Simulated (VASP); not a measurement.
Energy against volume of Tc (hcp). Calculation: PW91 GGA, VASP's PBE PAW potentials (set 64) (plane waves; VASP 6.6.1). Settings: 520 eV cut-off, 15×15×8 Γ-centred mesh, first-order Methfessel-Paxton smearing of 0.10 eV, potentials Tc_pv.

Shape and ions are relaxed at each volume.

```json
[
 {"V (Å³/atom)": "13.592", "E (eV/atom)": "-10.26241"},
 {"V (Å³/atom)": "14.025", "E (eV/atom)": "-10.30501"},
 {"V (Å³/atom)": "14.459", "E (eV/atom)": "-10.31889"},
 {"V (Å³/atom)": "14.893", "E (eV/atom)": "-10.30834"}
]
```

Task: Fit these four points and predict the energy of the run at 15.327 Å³/atom.

Result: A cubic in V^(−2/3), the third-order Birch-Murnaghan form, passes through the four points with V0 = 14.48 Å³/atom and B0 = 298 GPa, and gives -10.2771 eV/atom there. The run gave -10.2771 eV/atom, +0.0 meV/atom from the fit; all five points give B0 = 298 GPa.

The compound is Tc in the hcp structure. It was relaxed first.
